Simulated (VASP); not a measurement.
Calculation: AM05 GGA, VASP's PBE PAW potentials (set 64) (plane waves; VASP).

VASP input:

POSCAR:
```
Y
11.142420
  0.1621211889  -0.2808021602   0.0000000000
  0.1621211889   0.2808021602   0.0000000000
  0.0000000000   0.0000000000   0.5000000116
Y
2
Direct
  0.3333330000   0.6666670000   0.2500000000
  0.6666670000   0.3333330000   0.7500000000
```

**INCAR**
```
ALGO=Normal
EDIFF=1E-7
ENCUT=520
GGA=AM
ISIF=2
ISMEAR=-5
LASPH=.TRUE.
LCHARG=.TRUE.
LMAXMIX=4
LORBIT=11
LREAL=.FALSE.
LWAVE=.FALSE.
NEDOS=601
NELM=100
PREC=Accurate
SYSTEM=Y
```

### KPOINTS
```
Automatic mesh
0
Gamma
13 13 8
0 0 0
```

POTCAR, in this order: Y_sv (PBE.64 set). Program: vasp_std.

Output of the run:

### OSZICAR
```
       N       E                     dE             d eps       ncg     rms          rms(c)
DAV:   1     0.884850030320E+02    0.88485E+02   -0.11667E+04  3150   0.140E+03
DAV:   2    -0.605577765874E+01   -0.94541E+02   -0.93677E+02  3885   0.290E+02
DAV:   3    -0.134841633939E+02   -0.74284E+01   -0.73670E+01  5980   0.483E+01
DAV:   4    -0.136194294837E+02   -0.13527E+00   -0.13527E+00  3564   0.757E+00
DAV:   5    -0.136228940924E+02   -0.34646E-02   -0.34666E-02  4648   0.885E-01    0.342E+01
DAV:   6    -0.132728549539E+02    0.35004E+00   -0.45807E-01  3150   0.489E+00    0.212E+01
DAV:   7    -0.132117037637E+02    0.61151E-01   -0.91898E-01  4148   0.631E+00    0.183E+00
DAV:   8    -0.131996132191E+02    0.12091E-01   -0.17339E-01  3787   0.277E+00    0.970E-01
DAV:   9    -0.131989415504E+02    0.67167E-03   -0.49496E-03  4203   0.503E-01    0.381E-01
DAV:  10    -0.131990594313E+02   -0.11788E-03   -0.16892E-03  3315   0.428E-01    0.241E-01
DAV:  11    -0.131990204141E+02    0.39017E-04   -0.11324E-04  4506   0.106E-01    0.295E-02
DAV:  12    -0.131990159289E+02    0.44852E-05   -0.21828E-05  3523   0.469E-02    0.312E-02
DAV:  13    -0.131990179048E+02   -0.19759E-05   -0.73581E-06  3360   0.295E-02    0.131E-03
DAV:  14    -0.131990181490E+02   -0.24427E-06   -0.28272E-07  4060   0.333E-03    0.171E-03
DAV:  15    -0.131990179625E+02    0.18654E-06   -0.35625E-08  1911   0.207E-03    0.906E-04
DAV:  16    -0.131990180115E+02   -0.49045E-07   -0.42988E-09  1848   0.565E-04
   1 F= -.13199018E+02 E0= -.13199018E+02  d E =0.000000E+00
```

OUTCAR:
```
------------------------ aborting loop because EDIFF is reached ----------------------------------------
  FORCE on cell =-STRESS in cart. coord.  units (eV):
  Direction    XX          YY          ZZ          XY          YZ          ZX
  --------------------------------------------------------------------------------------
  Total        0.0122614      0.0122614      0.1496831      0.0000000     -0.0000000     -0.0000000
  in kB        0.3119410      0.3119411      3.8080669      0.0000000     -0.0000000     -0.0000000
  external PRESSURE =       1.4773163 kB  Pullay stress =       0.0000000 kB
  volume of cell :       62.98
      direct lattice vectors                 reciprocal lattice vectors
     1.806422378 -3.128815606  0.000000000     0.276790194 -0.159804879  0.000000000
     1.806422378  3.128815606  0.000000000     0.276790194  0.159804879  0.000000000
     0.000000000  0.000000000  5.571210129     0.000000000  0.000000000  0.179494217
 POSITION                                       TOTAL-FORCE (eV/Angst)
 -----------------------------------------------------------------------------------
      1.80642      1.04294      1.39280         0.000000     -0.000000      0.000000
      1.80642     -1.04294      4.17841        -0.000000      0.000000      0.000000
 -----------------------------------------------------------------------------------
    total drift:                               -0.000063      0.000512     -0.000010
  FREE ENERGIE OF THE ION-ELECTRON SYSTEM (eV)
  ---------------------------------------------------
  free  energy   TOTEN  =       -13.1990180115 eV

  energy  without entropy=      -13.1990180115  energy(sigma->0) =      -13.19901801

 total charge

# of ion       s       p       d       f       tot
--------------------------------------------------
    1        2.286   6.235   0.949   0.007   9.478
    2        2.286   6.235   0.949   0.007   9.478
--------------------------------------------------
tot          4.572  12.471   1.897   0.015  18.955
```
(Selected blocks of OUTCAR.)

For a metal the tetrahedron method with Blöchl corrections gives inexact stress and forces.

The compound is Y in the hcp structure. It was relaxed first.
